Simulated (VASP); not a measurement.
Method: PBEsol GGA, VASP's PBE PAW potentials (set 64) (plane waves; VASP).

Input for VASP

File POSCAR:
```
NbSi
1.0
  0.0000000000   2.5496795739   2.5496795739
  2.5496795739   0.0000000000   2.5496795739
  2.5496795739   2.5496795739   0.0000000000
Si Nb
1 1
Cart
  0.0000000000   0.0000000000   0.0000000000
  2.5496795739   2.5496795739   2.5496795739
```

**INCAR**
```
PREC  =  Accurate
ENCUT  =  400   # plane-wave cut-off (eV)
GGA  =  PS   # PBEsol
LREAL  =  .FALSE.
ISIF  =  3   # ions, shape and volume
LASPH  =  .TRUE.   # aspherical one-centre terms
LMAXMIX  =  4   # l cut-off of mixed one-centre charges
ISMEAR  =  1   # Methfessel-Paxton
NSW  =  60   # most ionic steps
EDIFFG  =  -0.01   # ionic stop
LCHARG  =  .FALSE.
LWAVE  =  .FALSE.
ALGO  =  Normal
EDIFF  =  1E-6
SYSTEM  =  NbSi
SIGMA  =  0.1   # width (eV)
NELM  =  100
IBRION  =  2   # conjugate gradients
```

### KPOINTS
```
Automatic mesh
0
gamma
  11 11 11
```

POTCAR, in this order: Si Nb_sv (PBE.64 set). Program: vasp_std.

The resulting files:

**OUTCAR**
```
 ion  position               nearest neighbor table
   1  0.000  0.000  0.000-   2 2.55   2 2.55   2 2.55   2 2.55   2 2.55   2 2.55
   2  0.500  0.500  0.500-   1 2.55   1 2.55   1 2.55   1 2.55   1 2.55   1 2.55
  LATTYP: Found a face centered cubic cell.
 ALAT       =     5.0993591478
 Subroutine PRICEL returns:
 Original cell was already a primitive cell.
 Subroutine GETGRP returns: Found 48 space group operations
The static configuration has the point symmetry O_h .
The dynamic configuration has the point symmetry O_h .
 Subroutine INISYM returns: Found 48 space group operations
 Subroutine IBZKPT returns following result:
 Found     56 irreducible k-points:

 Following reciprocal coordinates:
            Coordinates               Weight
  0.000000  0.000000  0.000000      1.000000
  0.090909  0.000000  0.000000      8.000000
  0.181818  0.000000  0.000000      8.000000
  0.272727  0.000000  0.000000      8.000000
  0.363636  0.000000  0.000000      8.000000
  0.454545  0.000000  0.000000      8.000000
  0.090909  0.090909  0.000000      6.000000
  0.181818  0.090909  0.000000     24.000000
  0.272727  0.090909  0.000000     24.000000
  0.363636  0.090909  0.000000     24.000000
  0.454545  0.090909  0.000000     24.000000
 -0.454545  0.090909  0.000000     24.000000
 -0.363636  0.090909  0.000000     24.000000
 -0.272727  0.090909  0.000000     24.000000
 -0.181818  0.090909  0.000000     24.000000
 -0.090909  0.090909  0.000000     12.000000
  0.181818  0.181818  0.000000      6.000000
  0.272727  0.181818  0.000000     24.000000
  0.363636  0.181818  0.000000     24.000000
  0.454545  0.181818  0.000000     24.000000
 -0.454545  0.181818  0.000000     24.000000
 -0.363636  0.181818  0.000000     24.000000
 -0.272727  0.181818  0.000000     24.000000
 -0.181818  0.181818  0.000000     12.000000
...
```

OSZICAR:
```
       N       E                     dE             d eps       ncg     rms          rms(c)
DAV:   1     0.106889778157E+03    0.10689E+03   -0.79468E+03  1360   0.107E+03
DAV:   2    -0.100802850203E+02   -0.11697E+03   -0.11313E+03  1600   0.385E+02
DAV:   3    -0.182513624566E+02   -0.81711E+01   -0.79463E+01  2636   0.746E+01
DAV:   4    -0.184826086454E+02   -0.23125E+00   -0.23058E+00  1712   0.108E+01
DAV:   5    -0.184930732817E+02   -0.10465E-01   -0.10463E-01  2264   0.234E+00    0.946E+00
DAV:   6    -0.172276020461E+02    0.12655E+01   -0.54216E+00  2140   0.203E+01    0.291E+00
DAV:   7    -0.172232506109E+02    0.43514E-02   -0.11201E-01  1696   0.335E+00    0.176E+00
DAV:   8    -0.172193818329E+02    0.38688E-02   -0.22565E-02  2340   0.124E+00    0.328E-01
DAV:   9    -0.172193746074E+02    0.72255E-05   -0.95711E-04  1740   0.271E-01    0.135E-01
DAV:  10    -0.172193883400E+02   -0.13733E-04   -0.15695E-04  1888   0.164E-01    0.154E-02
DAV:  11    -0.172193872081E+02    0.11319E-05   -0.48285E-06  1876   0.201E-02    0.556E-03
DAV:  12    -0.172193863645E+02    0.84361E-06   -0.68038E-07  1064   0.136E-02
   1 F= -.17219386E+02 E0= -.17219495E+02  d E =-.172194E+02
       N       E                     dE             d eps       ncg     rms          rms(c)
DAV:   1    -0.172251575669E+02   -0.57704E-02   -0.17895E-01  1484   0.631E+00    0.603E-01
DAV:   2    -0.172199115713E+02    0.52460E-02   -0.22397E-02  1972   0.197E+00    0.202E-01
DAV:   3    -0.172191940322E+02    0.71754E-03   -0.22367E-03  2256   0.475E-01    0.778E-02
DAV:   4    -0.172192147985E+02   -0.20766E-04   -0.41574E-04  2256   0.130E-01    0.431E-02
DAV:   5    -0.172192772092E+02   -0.62411E-04   -0.16918E-04  2504   0.122E-01    0.391E-02
DAV:   6    -0.172192973575E+02   -0.20148E-04   -0.25053E-05  2376   0.440E-02    0.803E-03
DAV:   7    -0.172192971534E+02    0.20415E-06   -0.52243E-06  1876   0.209E-02
   2 F= -.17219297E+02 E0= -.17219396E+02  d E =0.892111E-04
       N       E                     dE             d eps       ncg     rms          rms(c)
DAV:   1    -0.172213854519E+02   -0.20881E-02   -0.56659E-02  1484   0.356E+00    0.337E-01
DAV:   2    -0.172197309810E+02    0.16545E-02   -0.74856E-03  2008   0.113E+00    0.115E-01
DAV:   3    -0.172195002662E+02    0.23071E-03   -0.58331E-04  2184   0.235E-01    0.420E-02
DAV:   4    -0.172194966080E+02    0.36582E-05   -0.16088E-04  2248   0.900E-02    0.265E-02
DAV:   5    -0.172195167355E+02   -0.20127E-04   -0.72257E-05  2504   0.737E-02    0.131E-02
DAV:   6    -0.172195157675E+02    0.96794E-06   -0.34169E-06  1444   0.186E-02
   3 F= -.17219516E+02 E0= -.17219621E+02  d E =-.129403E-03
```

File OUTCAR:
```
------------------------ aborting loop because EDIFF is reached ----------------------------------------
  FORCE on cell =-STRESS in cart. coord.  units (eV):
  Direction    XX          YY          ZZ          XY          YZ          ZX
  --------------------------------------------------------------------------------------
  Total       -0.0041513     -0.0041513     -0.0041513      0.0000000     -0.0000000      0.0000000
  in kB       -0.2011961     -0.2011961     -0.2011961      0.0000000     -0.0000000      0.0000000
  external PRESSURE =      -0.2011961 kB  Pullay stress =       0.0000000 kB
  volume of cell :       33.06
      direct lattice vectors                 reciprocal lattice vectors
     0.000000000  2.547319081  2.547319081    -0.196284794  0.196284794  0.196284794
     2.547319081  0.000000000  2.547319081     0.196284794 -0.196284794  0.196284794
     2.547319081  2.547319081 -0.000000000     0.196284794  0.196284794 -0.196284794
 POSITION                                       TOTAL-FORCE (eV/Angst)
 -----------------------------------------------------------------------------------
      0.00000      0.00000      0.00000         0.000000     -0.000000     -0.000000
      2.54732      2.54732      2.54732        -0.000000      0.000000      0.000000
 -----------------------------------------------------------------------------------
    total drift:                               -0.000000     -0.000000      0.000000
  FREE ENERGIE OF THE ION-ELECTRON SYSTEM (eV)
  ---------------------------------------------------
  free  energy   TOTEN  =       -17.2195157675 eV

  energy  without entropy=      -17.2198309194  energy(sigma->0) =      -17.21962082

 reached required accuracy - stopping structural energy minimisation
```
(Selected blocks of OUTCAR.)

CONTCAR:
```
NbSi
   1.00000000000000
     0.0000000000000000    2.5473190810024411    2.5473190810024411
     2.5473190810024411    0.0000000000000000    2.5473190810024411
     2.5473190810024411    2.5473190810024411   -0.0000000000000000
  Si              Nb
     1     1
Direct
     0.0000000000000000    0.0000000000000000    0.0000000000000000
     0.5000000000000000    0.5000000000000000    0.5000000000000000
```

### OUTCAR
```
 val. band max:       10.5798347976   @ k =   0.2727   0.1818   0.0000

 cond. band min:      10.6297232425   @ k =   0.2727   0.0909   0.0000


 Fermi energy:        10.5941073467

 k-point     1 :       0.0000    0.0000    0.0000
  band No.  band energies     occupation
      1     -44.5267      2.00000
      2     -20.5841      2.00000
      3     -20.5841      2.00000
      4     -20.5841      2.00000
      5      -0.2562      2.00000
      6       9.2343      2.00000
      7       9.2343      2.00000
      8       9.2343      2.00000
      9       9.8388      2.00000
     10       9.8388      2.00000
     11      13.0884      0.00000
     12      13.0884      0.00000

 k-point     2 :       0.0909    0.0000    0.0000
  band No.  band energies     occupation
      1     -44.5251      2.00000
      2     -20.6036      2.00000
      3     -20.5865      2.00000
      4     -20.5865      2.00000
      5      -0.0912      2.00000
      6       8.9370      2.00000
      7       9.2029      2.00000
      8       9.2029      2.00000
      9       9.6391      2.00000
     10       9.6391      2.00000
     11      12.9194      0.00000
     12      13.6534      0.00000

 k-point     3 :       0.1818    0.0000    0.0000
  band No.  band energies     occupation
      1     -44.5207      2.00000
      2     -20.6561      2.00000
      3     -20.5929      2.00000
      4     -20.5929      2.00000
      5       0.3885      2.00000
      6       8.1451      2.00000
      7       8.6358      2.00000
      8       8.6358      2.00000
      9       9.9166      2.00000
     10       9.9166      2.00000
     11      12.6241      0.00000
     12      14.9120      0.00000

 k-point     4 :       0.2727    0.0000    0.0000
  band No.  band energies     occupation
      1     -44.5151      2.00000
      2     -20.7241      2.00000
      3     -20.6015      2.00000
      4     -20.6015      2.00000
      5       1.1394      2.00000
      6       7.0654      2.00000
...
```

The structure was generated: NbSi was put into the rocksalt type (Fm-3m), which need not be its known phase. This run relaxes it. Symmetry was kept, so distortions that lower it aren't found. The start is the result of an earlier pass. The electron count is odd and the run is not spin-polarised, which forces a metal.
